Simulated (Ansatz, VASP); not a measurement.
## TaTiGe2TeP4Se (1T-TiSeTe under TaGe2P4, AC): VASP beside Ansatz

Aim: how closely do two programs agree when they are given the same cell, functional and k mesh? The structure shown is the end of the Ansatz relaxation below.

Method: plane waves, with VASP 6.6.1 beside it; PBEsol with D3(BJ), in Ansatz 0.2.0.

## (1) Set-up

The cell holds 10 atoms: 1 Te, 1 Ti, 1 Se, 4 P, 2 Ge and 1 Ta. Its edges and angles: a = 3.521 Å, b = 3.521 Å, c = 62.379 Å, α = 90.0°, β = 90.0°, γ = 120.0°. Vacuum lies along c.

## (2) Ansatz: relaxation, PBEsol with D3(BJ)

Ansatz runs on its default PAW (the set named soft_2) files.

This run makes the geometry at which the two programs are then compared.

The input, input.yaml:

```yaml
crystal:
  lattice:
    - [3.6125, 0.0, 0.0]
    - [-1.80625, 3.1285167712, 0.0]
    - [0.0, 0.0, 62.3793623973]
  atoms:
    - { symbol: Te, position: [0.6666666667, 0.3333333333, 0.3743225179] }
    - { symbol: Ti, position: [0.0, 0.0, 0.4048946862] }
    - { symbol: Se, position: [0.3333333333, 0.6666666667, 0.4309760254] }
    - { symbol: P, position: [0.6666666667, 0.3333333333, 0.4814734957] }
    - { symbol: Ge, position: [0.0, 0.0, 0.4935539219] }
    - { symbol: P, position: [0.0, 0.0, 0.5288219964] }
    - { symbol: Ta, position: [0.6666666667, 0.3333333333, 0.5535754888], spin: 1.0 }
    - { symbol: P, position: [0.0, 0.0, 0.5783289813] }
    - { symbol: Ge, position: [0.0, 0.0, 0.6135970558] }
    - { symbol: P, position: [0.6666666667, 0.3333333333, 0.6256774821] }
  periodic: [true, true, false]
magnetization:
  spin_polarized: true
kpoints:
  mp_grid: { grid: [12, 12, 1] }
hamiltonian:
  xc: pbesol
  dispersion: d3bj
scf:
  occupations: { method: fermi_dirac, width: 0.05 }
  convergence: { dr2_threshold: 1.0e-09 }
relax:
  f_tol: 0.004
  max_steps: 90
  cell: {}
output:
  write_potential: true
  write_density: true
  volumetric_format: npy
```

Started as:

```bash
$ ansatz run input.yaml --threads 4 --pin off --max-ram 12288MiB --backend cpu --events-out ev --progress --plain --runs-dir out
```

Numbers of over 12 decimals in the logs are rounded to 6 here.

What it wrote:

```text
Warning: relax.cell: scf.convergence.dr2_threshold = 1e-9 eV is looser than the 1.51646198327e-10 eV advised for a relaxation that steers and ends on the stress (1e-10 eV for each atom of the cell: 10, times the square of relax.cell.stress_2d_tol = 0.05 N/m over 25.7 Å (the atoms' height at the walk's start and 5 Å past either face), 1.947e-2 GPa, over a crystal's default 0.05). What an SCF threshold leaves in a stress goes as its square root, and in the free energy as the threshold itself, and one threshold admits the most on a small cell: [figures from the program's tests cut] Set scf.convergence.dr2_threshold to 1.51646198327e-10 eV or tighter. [rest of the remark cut]
Engine: ansatz 0.2.0, x86_64-unknown-linux-gnu
Pseudopotentials: kind: paw
Pseudopotential: Te, paw, valence charge 16, recommended cutoff 420 eV (normal), Te.paw.azcp
Pseudopotential: Ti, paw, valence charge 12, recommended cutoff 420 eV (normal), Ti.paw.azcp
Pseudopotential: Se, paw, valence charge 16, recommended cutoff 420 eV (normal), Se.paw.azcp
Pseudopotential: P, paw, valence charge 5, recommended cutoff 420 eV (normal), P.paw.azcp
Pseudopotential: Ge, paw, valence charge 14, recommended cutoff 420 eV (normal), Ge.paw.azcp
Pseudopotential: Ta, paw, valence charge 13, recommended cutoff 420 eV (normal), Ta.paw.azcp
Functional definition: PBEsol
  exchange = pbesol_x
  correlation = pbesol_c
Crystal: 10 atoms, lattice volume = 704.997 Å³
Basis set: ecut = 420 eV, 13613 PW (Γ), exchange–correlation on 50×50×864 points (8 copies of the dense FFT grid, shifted against one another)
Bands: 64, of which v1, the nominal top of the filled ones, is band 53 counted from 1 (52 counted from 0)
Symmetry: 6 space group operations
Space group: P3m1 (ITA 156), of the structure as read, at distance tolerance 8.9e-5 Å
Magnetic group: BNS 156.49 (UNI 1279), of the structure as read, at distance tolerance 8.9e-5 Å
k-points: 19 of 144 (time reversal used)
Non-local potential: Te, projectors of the file, l = 0: 2, l = 1: 2, l = 2: 2, l = 3: 2
Non-local potential: Ti, projectors of the file, l = 0: 3, l = 1: 2, l = 2: 3, l = 3: 1
Non-local potential: Se, projectors of the file, l = 0: 2, l = 1: 2, l = 2: 3, l = 3: 1
Non-local potential: P, projectors of the file, l = 0: 2, l = 1: 2, l = 2: 2
Non-local potential: Ge, projectors of the file, l = 0: 2, l = 1: 2, l = 2: 3, l = 3: 1
Non-local potential: Ta, projectors of the file, l = 0: 3, l = 1: 2, l = 2: 2, l = 3: 1
PAW form: soft (Blöchl's): semilocal exchange-correlation on the pseudo side does not see the compensation charge
PAW frozen core: Te, regenerated for the run's functional, and the local potential with it (the file was generated under x = pbe(κ = 0.804, μ = 0.219515), c = pbe(β = 0.066725))
PAW frozen core: Ti, regenerated for the run's functional, and the local potential with it (the file was generated under x = pbe(κ = 0.804, μ = 0.219515), c = pbe(β = 0.066725))
PAW frozen core: Se, regenerated for the run's functional, and the local potential with it (the file was generated under x = pbe(κ = 0.804, μ = 0.219515), c = pbe(β = 0.066725))
PAW frozen core: P, regenerated for the run's functional, and the local potential with it (the file was generated under x = pbe(κ = 0.804, μ = 0.219515), c = pbe(β = 0.066725))
PAW frozen core: Ge, regenerated for the run's functional, and the local potential with it (the file was generated under x = pbe(κ = 0.804, μ = 0.219515), c = pbe(β = 0.066725))
PAW frozen core: Ta, regenerated for the run's functional, and the local potential with it (the file was generated under x = pbe(κ = 0.804, μ = 0.219515), c = pbe(β = 0.066725))
PAW one-centre angular grid: Te, 590 points (default); XC on 64 Gauss nodes
PAW one-centre angular grid: Ti, 590 points (default); XC on 64 Gauss nodes
PAW one-centre angular grid: Se, 590 points (default); XC on 64 Gauss nodes
PAW one-centre angular grid: P, 110 points (default); XC on 64 Gauss nodes
PAW one-centre angular grid: Ge, 590 points (default); XC on 64 Gauss nodes
PAW one-centre angular grid: Ta, 590 points (default); XC on 64 Gauss nodes
Starting moments: Σ|m| = 1 μB on 1 of 10 sites
Initial wavefunctions: pseudopotential atomic-orbital guess
Functional: x = pbesol(κ = 0.804, μ = 0.123457), c = pbesol(β = 0.046)
[...]
WARN: The output density's exchange-correlation potential varies sharply where the density is thin. Do not read a vacuum level from v_tot or v_xc, or from such a field of the output density. On a cell that repeats whose density bears no net charge and no dipole along the vacuum's axis use v_es (v_loc + v_h of the components); under efield.dipole_correction with no amplitude use v_es + v_field, which holds any externa [...]
SCF converged after 6 iterations
Magnetization: 0.0000 μB (52.5000 up, 52.5000 down)
Absolute magnetization: 0.0000 μB (∫|ρ↑−ρ↓|, with the PAW one-centre terms)
Spin contamination: 0.0000 ħ² per cell (⟨S²⟩ above its minimum at these occupations)
Per-site moments (μB) at R_I (Å): [(1.1361369962157418e-9, 1.136497), (-2.769688635532054e-8, 1.031040), (6.999967134559723e-9, 1.031040), (3.930425931607294e-9, 0.949669), (1.590028734312821e-8, 0.949669), (-7.099188338806454e-8, 0.949961), (6.352585026558137e-7, 1.025133), (-6.160663932667159e-8, 0.951752), (1.926250775559645e-8, 0.949949), (1.0052581382227152e-8, 0.949949)]
Free energy (F): -36080.829055 eV
Harris-Foulkes:  -36080.829055 eV  (|F-HF|=3.35e-10)
Internal energy: -36080.802184 eV  (E = F + TS)
E sigma→0 (E₀):  -36080.815619 eV
Entropy (-TS):   -0.026872 eV (-2.687 meV/atom)
Fermi energy:    -5.138963 eV
--- Per-component energies (eV) ---
  E_band       = -2777.144755
  E_kinetic    = 1449.395911
  E_local      = -909751.654737  (includes V_loc(G=0)·N_el)
  E_nonlocal   = 106.050528
  E_hartree    = 453716.339524
  E_xc         = -938.337905
  E_vxc        = -905.036301  (∫ρ·V_xc dr)
  E_paw        = -21924.543662  (= ΣΔE_a)
  E_vpaw       = -1108.580391  (= ΣTr[D̂ρ^β])
  E_aug_tail   = 0.000062  (compensation charges beyond the density's cutoff)
  E_ewald      = 441261.638589
  E_disp       = -3.447048  (pairwise vdW)
  E_core_change = 3.756553  (= ΣΔE_core)
  E_smearing   = -0.026872  (= −TS)
  E_closure    = 0.000000  (closes the sum)
  Σ components = -36080.829055   (vs F -36080.829055, Δ=0.00e0)
--- Forces (eV/Å), atoms counted from 1 ---
  atom   1  Te     0.00000000     0.00000000     0.00075956
  atom   2  Ti     0.00000000    -0.00000000    -0.00028221
  atom   3  Se     0.00000000    -0.00000000    -0.00008002
  atom   4  P      0.00000000    -0.00000000    -0.00016210
  atom   5  Ge     0.00000000     0.00000000     0.00184341
  atom   6  P      0.00000000    -0.00000000    -0.00323433
  atom   7  Ta     0.00000000    -0.00000000     0.00072275
  atom   8  P     -0.00000000    -0.00000000     0.00170863
  atom   9  Ge     0.00000000     0.00000000    -0.00039678
  atom  10  P      0.00000000    -0.00000000    -0.00087872
  max |Σ_I F_I| component: 1.79e-7 eV/Å
--- 2D stress c σ (N/m, compression-positive) ---
       -0.011587       0.000000      -0.000000
        0.000000      -0.011587       0.000000
       -0.000000       0.000000      -0.000000
  P = ½ c Tr σ = -0.0116 N/m
--- Band table (eV; the first three rows and the last of 38) ---
  k-point 0 ↑: bands = [... 49 lower, -5.4249, -4.7587, -4.5927, -4.5927, -3.8852, -3.8852, -3.7617, -2.4134, ... 7 higher]
  k-point 1 ↑: bands = [... 49 lower, -5.5741, -5.1055, -4.8372, -4.7226, -4.2993, -3.6863, -3.4385, -2.2626, ... 7 higher]
  k-point 2 ↑: bands = [... 49 lower, -5.9779, -5.7233, -5.2114, -4.8595, -4.5470, -3.5849, -3.4791, -2.6604, ... 7 higher]
  k-point 18 ↓: bands = [... 49 lower, -7.2815, -6.7366, -5.9739, -4.2744, -3.9068, -3.8299, -3.6950, -3.5378, ... 7 higher]
  the weakly bound empty levels are not read free of the cell's end (no_gap_told)
--- Relaxed structure (7 steps of the walk, 7 accepted, 1 SCFs on fresh bases) ---
  F+E_penalty+E_count = -36080.82905529 eV   max|allowed force component| = 3.234e-3 eV/Å   (the final SCF, on the basis selected at the relaxed cell)
  cell:  # Å, volume = 669.6350 Å³
    - [3.520735, 0, 0]
    - [-1.760367, 3.049046, 0]
    - [0, 0, 62.3793623973]
  atoms:
    - { symbol: Te, position: [0.666667, 0.333333, 0.381044] }
    - { symbol: Ti, position: [-2.220446049702677e-17, -7.401486830726667e-18, 0.410859] }
    - { symbol: Se, position: [0.333333, 0.666667, 0.434176] }
    - { symbol: P, position: [0.666667, 0.333333, 0.474094] }
    - { symbol: Ge, position: [-2.2204460497026772e-17, -7.401486830726673e-18, 0.491422] }
    - { symbol: P, position: [-2.2204460497026775e-17, -7.401486830726679e-18, 0.528340] }
    - { symbol: Ta, position: [0.666667, 0.333333, 0.551261] }
    - { symbol: P, position: [-2.2204460497026775e-17, -7.401486830726676e-18, 0.574233] }
    - { symbol: Ge, position: [-2.2204460497026772e-17, -7.401486830726673e-18, 0.611220] }
    - { symbol: P, position: [0.666667, 0.333333, 0.628572] }
```

(Part 1 of 2 ends here.)

[Lines on the potential files, build, host, timing and source positions are cut from VASP's logs without a mark.]

[Logs are printed without paths, hosts, clocks, repeated set-up lines and the standing remarks that a program may print on its own settings, such as how far it seeks lower states.]

[Hosts, paths, dates, database ids (printed as entryN), source tags and the programs' standing remarks are cut or masked in the printed files.]
